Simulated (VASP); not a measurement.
Here is the system:

```xyz
3
Lattice="2.0901 -3.6201 0.0000 2.0901 3.6201 0.0000 0.0000 0.0000 7.6106" Properties=species:S:1:pos:R:3 pbc="T T T"
Mg     0.0000     0.0000     0.0000
I      2.0901     1.2067     1.6708
I      2.0901    -1.2067     5.9398
```

The numbers are results of revTPSS meta-GGA, VASP's PBE PAW potentials (set 64) (plane waves; VASP), not measurements. Run with 520 eV cut-off, 7×7×4 Γ-centred mesh, tetrahedra with Blöchl corrections, potentials Mg I.

The path is coarsely sampled, so an indirect gap can come out somewhat too large. Without a dispersion term in the relaxation, distances and binding between the weakly bound layers, chains or molecules are unreliable, and so is what depends on them. Unless said otherwise, spin-orbit coupling is left out, though it shifts the bands of the heavy elements here.

Question: Predict the energy per atom (σ→0), band gap (over mesh and band path) with the smallest direct gap where there is one.

Answer: 
```
Quantity                                               Result
---------------------------------------------  --------------
band gap (over mesh and band path)                    3.90 eV
smallest direct gap (over mesh and band path)         4.19 eV
energy per atom (σ→0)                          10.233 eV/atom
```

The compound is MgI2 in the 1T layered structure. It was relaxed first, which changed the volume by +13 %.
